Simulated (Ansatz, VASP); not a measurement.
## Hf16In14O53 (amorphous 30In2O3-70HfO2 (mol %)): VASP beside Ansatz

Wanted: the spread between two codes on one cell, functional and k mesh. Of the first pair: The structure shown is the start of the Ansatz relaxation below; VASP solves that cell, so the two are compared at the walk's first step.

Calculated with Ansatz 0.2.0; plane waves, with VASP 6.6.1 beside it; single point at revPBE.

### 1. The starting structure

The cell holds 83 atoms: 14 In, 16 Hf and 53 O. Cell: a = 10.476 Å, b = 10.476 Å, c = 10.476 Å, α = 90.0°, β = 90.0°, γ = 90.0°. As first built, before any earlier steps moved the atoms (in the runner's words): 83 atoms (14 Sc, 16 Zr, 53 O) placed at random at 4.52 g/cm^3, melted at 5000 K for 10 ps at fixed volume with the Morse and Coulomb pair potential with partial charges (Pedone, Malavasi, Menziani, Cormack and Segre, J. Phys. Chem. B 110, 11780 (2006)). Quenched from 5000 K to 300 K at 200 K/ps and fixed volume, held 10 ps at zero pressure, then minimised at fixed cell. Then Sc was replaced by In, Zr was replaced by Hf and the cell scaled by 1.022 (the potential has no terms for the new elements, so the cell is a start for a DFT relaxation).

### 2. Ansatz: relaxation, revPBE

Ansatz runs on its PAW soft_1 files.

The two programs are compared at the cell with which this relaxation starts, whose forces are those of its first step.

Contents of input.yaml:

```yaml
crystal:
  lattice:
    - [10.47608, 0.0, 0.0]
    - [0.0, 10.47608, 0.0]
    - [0.0, 0.0, 10.47608]
  atoms:
    - { symbol: In, position: [0.30088, 0.6778, 0.81473] }
    - { symbol: In, position: [0.40892, 0.33134, 0.71376] }
    - { symbol: In, position: [0.30117, 0.65859, 0.26603] }
    - { symbol: In, position: [0.77557, 0.71239, 0.84396] }
    - { symbol: In, position: [0.03595, 0.89026, 0.34596] }
    - { symbol: In, position: [0.94299, 0.22399, 0.90012] }
    - { symbol: In, position: [0.057, 0.19268, 0.18024] }
    - { symbol: In, position: [0.11103, 0.45426, 0.3799] }
    - { symbol: In, position: [0.271, 0.03974, 0.85691] }
    - { symbol: In, position: [0.99934, 0.90104, 0.03283] }
    - { symbol: In, position: [0.27319, 0.40493, 0.98275] }
    - { symbol: In, position: [0.51395, 0.56771, 0.52766] }
    - { symbol: In, position: [0.59257, 0.09198, 0.4428] }
    - { symbol: In, position: [0.65692, 0.73628, 0.32598] }
    - { symbol: Hf, position: [0.65199, 0.96952, 0.71105] }
    - { symbol: Hf, position: [0.75696, 0.40658, 0.76407] }
    - { symbol: Hf, position: [0.06221, 0.51882, 0.76049] }
    - { symbol: Hf, position: [0.56133, 0.18143, 0.98481] }
    - { symbol: Hf, position: [0.32066, 0.04178, 0.21184] }
    - { symbol: Hf, position: [0.49681, 0.82468, 0.01729] }
    - { symbol: Hf, position: [0.21612, 0.13966, 0.55262] }
    - { symbol: Hf, position: [0.35095, 0.84127, 0.51223] }
    - { symbol: Hf, position: [0.87459, 0.61633, 0.51372] }
    - { symbol: Hf, position: [0.56518, 0.50613, 0.04466] }
    - { symbol: Hf, position: [0.96583, 0.54287, 0.08021] }
    - { symbol: Hf, position: [0.0322, 0.89095, 0.68671] }
    - { symbol: Hf, position: [0.41232, 0.33551, 0.31551] }
    - { symbol: Hf, position: [0.78009, 0.03961, 0.21458] }
    - { symbol: Hf, position: [0.89981, 0.20737, 0.50829] }
    - { symbol: Hf, position: [0.75639, 0.40305, 0.2835] }
    - { symbol: O, position: [0.89553, 0.87216, 0.20189] }
    - { symbol: O, position: [0.6285, 0.00635, 0.07377] }
    - { symbol: O, position: [0.26224, 0.46754, 0.76456] }
    - { symbol: O, position: [0.59804, 0.69483, 0.13754] }
    - { symbol: O, position: [0.38817, 0.25371, 0.51404] }
    - { symbol: O, position: [0.74206, 0.2036, 0.33881] }
    - { symbol: O, position: [0.93018, 0.43178, 0.90092] }
    - { symbol: O, position: [0.92181, 0.72051, 0.97996] }
    - { symbol: O, position: [0.6729, 0.93416, 0.34581] }
    - { symbol: O, position: [0.66643, 0.54852, 0.87436] }
    - { symbol: O, position: [0.46104, 0.71673, 0.3881] }
    - { symbol: O, position: [0.57468, 0.45015, 0.36478] }
    - { symbol: O, position: [0.06922, 0.98912, 0.86711] }
    - { symbol: O, position: [0.10827, 0.58501, 0.22393] }
    - { symbol: O, position: [0.11996, 0.26812, 0.99828] }
    - { symbol: O, position: [0.9007, 0.11156, 0.06673] }
    - { symbol: O, position: [0.11113, 0.71703, 0.75078] }
    - { symbol: O, position: [0.60394, 0.31685, 0.13397] }
    - { symbol: O, position: [0.73181, 0.24509, 0.8872] }
    - { symbol: O, position: [0.58216, 0.41569, 0.65505] }
    - { symbol: O, position: [0.23408, 0.94549, 0.64745] }
    - { symbol: O, position: [0.38476, 0.45899, 0.14968] }
    - { symbol: O, position: [0.52645, 0.09616, 0.80398] }
    - { symbol: O, position: [0.13758, 0.55083, 0.96046] }
    - { symbol: O, position: [0.33625, 0.86042, 0.89678] }
    - { symbol: O, position: [0.28056, 0.01374, 0.4087] }
    - { symbol: O, position: [0.8638, 0.5807, 0.71275] }
    - { symbol: O, position: [0.39411, 0.6887, 0.63936] }
    - { symbol: O, position: [0.2446, 0.23508, 0.24458] }
    - { symbol: O, position: [0.37063, 0.84974, 0.17319] }
    - { symbol: O, position: [0.8363, 0.88474, 0.74702] }
    - { symbol: O, position: [0.81973, 0.60587, 0.32193] }
    - { symbol: O, position: [0.02509, 0.06513, 0.58735] }
    - { symbol: O, position: [0.95607, 0.80414, 0.51285] }
    - { symbol: O, position: [0.7687, 0.49412, 0.10329] }
    - { symbol: O, position: [0.46074, 0.34982, 0.91703] }
    - { symbol: O, position: [0.09344, 0.27658, 0.46769] }
    - { symbol: O, position: [0.4243, 0.63257, 0.96328] }
    - { symbol: O, position: [0.37482, 0.10119, 0.02595] }
    - { symbol: O, position: [0.73319, 0.10979, 0.58677] }
    - { symbol: O, position: [0.19741, 0.77871, 0.39342] }
    - { symbol: O, position: [0.26026, 0.19745, 0.73955] }
    - { symbol: O, position: [0.30626, 0.49069, 0.39537] }
    - { symbol: O, position: [0.95464, 0.08552, 0.33505] }
    - { symbol: O, position: [0.0551, 0.5342, 0.55369] }
    - { symbol: O, position: [0.95985, 0.36918, 0.22498] }
    - { symbol: O, position: [0.91768, 0.29046, 0.70193] }
    - { symbol: O, position: [0.68341, 0.67856, 0.52854] }
    - { symbol: O, position: [0.5108, 0.95453, 0.56634] }
    - { symbol: O, position: [0.6161, 0.83201, 0.85552] }
    - { symbol: O, position: [0.83359, 0.40548, 0.47822] }
    - { symbol: O, position: [0.13091, 0.99089, 0.16187] }
    - { symbol: O, position: [0.47951, 0.14215, 0.2885] }
kpoints:
  mp_grid: { grid: [1, 1, 1] }
hamiltonian:
  xc: revpbe
  pseudopotentials: { kind: paw, azcp: { folder: soft_1 } }
scf:
  occupations: { method: gaussian, width: 0.025 }
output:
  forces: true
relax:
  f_tol: 0.05
  max_steps: 150
  cell: {}
```

The run is started by

```sh
$ ansatz run input.yaml --threads 4 --pin off --max-ram 8192MiB --backend cpu --events-out ev --progress --plain --runs-dir out
```

Numbers of over 12 decimals in the logs are rounded to 6 here.

What it wrote:

```text
Engine: ansatz 0.2.0, aarch64-unknown-linux-gnu
Pseudopotentials: kind: paw
Pseudopotential: In, paw, valence charge 13, recommended cutoff 420 eV (normal), soft_1/In.paw.azcp
Pseudopotential: Hf, paw, valence charge 26, recommended cutoff 420 eV (normal), soft_1/Hf.paw.azcp
Pseudopotential: O, paw, valence charge 6, recommended cutoff 420 eV (normal), soft_1/O.paw.azcp
Functional definition: revPBE
  parameter kappa = 1.245
  parameter beta = 0.066725
  exchange = pbe_x(kappa = kappa, mu = beta*pi^2/3)
  correlation = pbe_c(beta = beta)
Crystal: 83 atoms, lattice volume = 1149.731 Å³
Basis set: ecut = 420 eV, 22575 PW (Γ), exchange–correlation on 144×144×144 points (8 copies of the dense FFT grid, shifted against one another)
Bands: 550, of which v1, the nominal top of the filled ones, is band 458 counted from 1 (457 counted from 0)
Symmetry: 1 space group operations
Space group: P1 (ITA 1), of the structure as read, at distance tolerance 1.0e-4 Å
k-points: 1
Non-local potential: In, projectors of the file, l = 0: 2, l = 1: 2, l = 2: 2, l = 3: 1
Non-local potential: Hf, projectors of the file, l = 0: 3, l = 1: 2, l = 2: 2, l = 3: 3
Non-local potential: O, projectors of the file, l = 0: 2, l = 1: 2, l = 2: 1
PAW form: soft (Blöchl's): semilocal exchange-correlation on the pseudo side does not see the compensation charge
PAW frozen core: In, regenerated for the run's functional, and the local potential with it (the file was generated under x = pbe(κ = 0.804, μ = 0.219515), c = pbe(β = 0.066725))
PAW frozen core: Hf, regenerated for the run's functional, and the local potential with it (the file was generated under x = pbe(κ = 0.804, μ = 0.219515), c = pbe(β = 0.066725))
PAW frozen core: O, regenerated for the run's functional, and the local potential with it (the file was generated under x = pbe(κ = 0.804, μ = 0.219515), c = pbe(β = 0.066725))
PAW one-centre angular grid: In, 590 points (default); XC on 64 Gauss nodes
PAW one-centre angular grid: Hf, 590 points (default); XC on 64 Gauss nodes
PAW one-centre angular grid: O, 110 points (default); XC on 64 Gauss nodes
Initial density: superposition of atomic densities (chi_scale 0.1, normalization cell, long waves kept (reshape's long-wave potential 0.45 eV rms))
Initial wavefunctions: pseudopotential atomic-orbital guess
Functional: x = revpbe(κ = 1.245, μ = 0.219515), c = pbe(β = 0.066725)
SCF iter   1: F=—  HF=-360396.429151 eV  |F-HF|=—  |Δ(HF+E_count)|=         —  Δρ=8.82e-2  dr2=1.32e2  ethr=3.10e-3  ⟨swp⟩=5.0  Hψ=1674  notcnv=0  defer=64
preconditioner: auto → Resta (q_TF=auto, 2.627 Å⁻¹)  ε∞=5.4  [insulator: Δε(μ)=1.132 eV  Ē_g=14.682 eV  σ=0.025 eV  W_gap=1.00  n_scr=364 (ndim 8)  ℏωp=30.7 eV  f_vac=0.035  D(μ)=0.00/eV (n_scr^D=0)  ε∞_Penn≈5.4]
SCF iter   2: F=—  HF=-360370.878944 eV  |F-HF|=—  |Δ(HF+E_count)|=    2.56e1  Δρ=4.20e-2  dr2=2.55e1  ethr=3.10e-3  ⟨swp⟩=3.0  Hψ=1103  notcnv=0  defer=85
SCF iter   3: F=—  HF=-360364.711159 eV  |F-HF|=—  |Δ(HF+E_count)|=    6.17e0  Δρ=2.47e-2  dr2=7.20e0  ethr=2.78e-3  ⟨swp⟩=2.0  Hψ=979  notcnv=0  defer=88
SCF iter   4: F=—  HF=-360363.479770 eV  |F-HF|=—  |Δ(HF+E_count)|=    1.23e0  Δρ=8.49e-3  dr2=7.01e-1  ethr=7.86e-4  ⟨swp⟩=4.0  Hψ=928  notcnv=0  defer=88
SCF iter   5: F=—  HF=-360363.949085 eV  |F-HF|=—  |Δ(HF+E_count)|=   4.69e-1  Δρ=5.34e-3  dr2=3.24e-1  ethr=7.66e-5  ⟨swp⟩=3.0  Hψ=1094  notcnv=0  defer=88
SCF iter   6: F=—  HF=-360363.903140 eV  |F-HF|=—  |Δ(HF+E_count)|=   4.59e-2  Δρ=1.56e-3  dr2=3.79e-2  ethr=3.54e-5  ⟨swp⟩=3.0  Hψ=925  notcnv=0  defer=88
SCF iter   7: F=—  HF=-360363.918391 eV  |F-HF|=—  |Δ(HF+E_count)|=   1.53e-2  Δρ=6.42e-4  dr2=7.21e-3  ethr=4.14e-6  ⟨swp⟩=2.0  Hψ=924  notcnv=0  defer=88
SCF iter   8: F=—  HF=-360363.932421 eV  |F-HF|=—  |Δ(HF+E_count)|=   1.40e-2  Δρ=8.35e-4  dr2=7.37e-3  ethr=7.87e-7  ⟨swp⟩=2.0  Hψ=924  notcnv=0  defer=88
SCF iter   9: F=—  HF=-360363.932420 eV  |F-HF|=—  |Δ(HF+E_count)|=   6.68e-7  Δρ=1.51e-4  dr2=4.04e-4  ethr=7.87e-7  ⟨swp⟩=2.0  Hψ=856  notcnv=0  defer=88
SCF iter  10: F=—  HF=-360363.933111 eV  |F-HF|=—  |Δ(HF+E_count)|=   6.90e-4  Δρ=1.19e-4  dr2=1.64e-4  ethr=4.41e-8  ⟨swp⟩=2.0  Hψ=920  notcnv=0  defer=88
SCF iter  11: F=—  HF=-360363.933178 eV  |F-HF|=—  |Δ(HF+E_count)|=   6.72e-5  Δρ=4.46e-5  dr2=2.53e-5  ethr=1.79e-8  ⟨swp⟩=2.0  Hψ=919  notcnv=0  defer=88
SCF iter  12: F=—  HF=-360363.934579 eV  |F-HF|=—  |Δ(HF+E_count)|=   1.40e-3  Δρ=1.56e-5  dr2=3.77e-6  ethr=2.76e-9  ⟨swp⟩=2.0  Hψ=990  notcnv=0  defer=88
SCF iter  13: F=—  HF=-360363.934587 eV  |F-HF|=—  |Δ(HF+E_count)|=   7.50e-6  Δρ=1.57e-5  dr2=2.61e-6  ethr=4.12e-10  ⟨swp⟩=2.0  Hψ=916  notcnv=0  defer=88
SCF iter  14: F=—  HF=-360363.934588 eV  |F-HF|=—  |Δ(HF+E_count)|=   6.35e-7  Δρ=5.50e-6  dr2=3.74e-7  ethr=2.85e-10  ⟨swp⟩=2.0  Hψ=917  notcnv=0  defer=88
[...]
atom  59  O     -0.00139646     0.00150307     0.00032848
  atom  60  O      0.00042712    -0.00264635     0.00267635
  atom  61  O      0.00096825     0.00027099     0.00077187
  atom  62  O      0.00373978     0.00261452    -0.00316274
  atom  63  O      0.00125652     0.00311337    -0.00361216
  atom  64  O      0.00096037     0.00044910     0.00067128
  atom  65  O     -0.00191697    -0.00202095    -0.00125789
  atom  66  O     -0.00081142     0.00387466     0.00088198
  atom  67  O     -0.00027231    -0.00336472    -0.00280477
  atom  68  O      0.00301322    -0.00205526    -0.00247017
  atom  69  O     -0.00008766    -0.00029252     0.00071330
  atom  70  O      0.00157098    -0.00009114     0.00307389
  atom  71  O      0.00137436    -0.00157696    -0.00163714
  atom  72  O     -0.00245550     0.00210082     0.00117454
  atom  73  O     -0.00569163    -0.00489224    -0.00674394
  atom  74  O     -0.00248735     0.00459814    -0.00101443
  atom  75  O     -0.00190301    -0.00067209     0.00085943
  atom  76  O      0.00204365     0.00297684     0.00008481
  atom  77  O      0.00373970     0.00153582    -0.00122635
  atom  78  O     -0.00314119     0.00039019     0.00624405
  atom  79  O     -0.00342787     0.00182863     0.00317151
  atom  80  O      0.00054504     0.00188874     0.00162415
  atom  81  O      0.00092487    -0.00187759    -0.00225851
  atom  82  O     -0.00415808     0.00015843     0.00105734
  atom  83  O      0.00245369     0.00092072     0.00452238
  max |Σ_I F_I| component: 8.29e-6 eV/Å
--- Stress (GPa, compression-positive) ---
       -0.010433      -0.003080       0.000629
       -0.003080      -0.010671      -0.002275
        0.000629      -0.002275       0.006723
  P = ⅓ Tr σ = -0.0048 GPa (-0.048 kbar)
--- Relaxed structure (13 steps of the walk, 11 accepted, 2 SCFs on fresh bases) ---
  F+E_penalty+E_count = -360367.55561031 eV   max|allowed force component| = 1.358e-2 eV/Å   (the final SCF, on the basis selected at the relaxed cell)
  cell:  # Å, volume = 1120.1434 Å³
    - [10.311792, 0.023105, -0.104178]
    - [0.023105, 10.160902, -0.021139]
    - [-0.104178, -0.021139, 10.691876]
  atoms:
    - { symbol: In, position: [0.293547, 0.680087, 0.812555] }
    - { symbol: In, position: [0.417920, 0.303862, 0.721767] }
    - { symbol: In, position: [0.304035, 0.659337, 0.249103] }
    - { symbol: In, position: [0.771597, 0.720683, 0.841209] }
    - { symbol: In, position: [0.037721, 0.879462, 0.347113] }
    - { symbol: In, position: [0.952461, 0.209947, 0.891707] }
    - { symbol: In, position: [0.058953, 0.192186, 0.189228] }
    - { symbol: In, position: [0.114258, 0.454320, 0.383597] }
    - { symbol: In, position: [0.246540, 0.059156, 0.893230] }
    - { symbol: In, position: [0.986237, 0.911377, 0.037733] }
    - { symbol: In, position: [0.266545, 0.404147, 0.977591] }
    - { symbol: In, position: [0.511105, 0.553720, 0.525328] }
    - { symbol: In, position: [0.566854, 0.107992, 0.458869] }
    - { symbol: In, position: [0.653125, 0.742359, 0.324898] }
    - { symbol: Hf, position: [0.639246, 0.984305, 0.712828] }
    - { symbol: Hf, position: [0.751033, 0.400411, 0.766615] }
    - { symbol: Hf, position: [0.055772, 0.509161, 0.752514] }
    - { symbol: Hf, position: [0.575753, 0.183919, 0.989421] }
    - { symbol: Hf, position: [0.330135, 0.037847, 0.218939] }
    - { symbol: Hf, position: [0.487500, 0.843852, 0.012561] }
    - { symbol: Hf, position: [0.216635, 0.125849, 0.552367] }
    - { symbol: Hf, position: [0.345267, 0.830120, 0.515606] }
    - { symbol: Hf, position: [0.867203, 0.612363, 0.514543] }
    - { symbol: Hf, position: [0.576564, 0.525866, 0.041806] }
    - { symbol: Hf, position: [0.970762, 0.546586, 0.073940] }
    - { symbol: Hf, position: [0.017945, 0.888752, 0.678158] }
    - { symbol: Hf, position: [0.425868, 0.347269, 0.274927] }
    - { symbol: Hf, position: [0.776258, 0.038922, 0.226862] }
    - { symbol: Hf, position: [0.899027, 0.207329, 0.504935] }
    - { symbol: Hf, position: [0.762522, 0.408990, 0.283756] }
    - { symbol: O, position: [0.886452, 0.868927, 0.208941] }
    - { symbol: O, position: [0.647761, 0.018987, 0.077412] }
    - { symbol: O, position: [0.251452, 0.455037, 0.765967] }
    - { symbol: O, position: [0.599257, 0.707515, 0.128034] }
    - { symbol: O, position: [0.400713, 0.225876, 0.531996] }
    - { symbol: O, position: [0.756783, 0.209220, 0.335878] }
    - { symbol: O, position: [0.940825, 0.430651, 0.908007] }
    - { symbol: O, position: [0.914304, 0.721563, 0.988953] }
    - { symbol: O, position: [0.668401, 0.945129, 0.350781] }
    - { symbol: O, position: [0.672319, 0.541985, 0.878941] }
    - { symbol: O, position: [0.458815, 0.713524, 0.386436] }
    - { symbol: O, position: [0.581101, 0.443049, 0.362111] }
    - { symbol: O, position: [0.041922, 0.998658, 0.863319] }
    - { symbol: O, position: [0.105737, 0.592609, 0.217287] }
    - { symbol: O, position: [0.143821, 0.232478, 0.983514] }
    - { symbol: O, position: [0.903217, 0.113599, 0.072352] }
    - { symbol: O, position: [0.089659, 0.710638, 0.753724] }
    - { symbol: O, position: [0.589940, 0.331012, 0.133644] }
    - { symbol: O, position: [0.736901, 0.249454, 0.891116] }
    - { symbol: O, position: [0.585744, 0.407388, 0.659055] }
    - { symbol: O, position: [0.216154, 0.923409, 0.628814] }
    - { symbol: O, position: [0.385937, 0.489338, 0.137517] }
    - { symbol: O, position: [0.534198, 0.116178, 0.805393] }
    - { symbol: O, position: [0.140037, 0.563748, 0.960900] }
[...]
- { symbol: O, position: [0.970196, 0.377924, 0.226059] }
    - { symbol: O, position: [0.923070, 0.305032, 0.700547] }
    - { symbol: O, position: [0.680319, 0.672755, 0.533543] }
    - { symbol: O, position: [0.509126, 0.941056, 0.578211] }
    - { symbol: O, position: [0.611720, 0.851684, 0.857618] }
    - { symbol: O, position: [0.844499, 0.403750, 0.470453] }
    - { symbol: O, position: [0.140280, 0.987271, 0.161529] }
    - { symbol: O, position: [0.486259, 0.150154, 0.284052] }
```

(Part 1 of 3 ends here.)

[Lines on the potential files, build, host, timing and source positions are cut from VASP's logs without a mark.]

[Logs are printed without paths, hosts, clocks, repeated set-up lines and the standing remarks that a program may print on its own settings, such as how far it seeks lower states.]

[Hosts, paths, dates, database ids (printed as entryN), source tags and the programs' standing remarks are cut or masked in the printed files.]
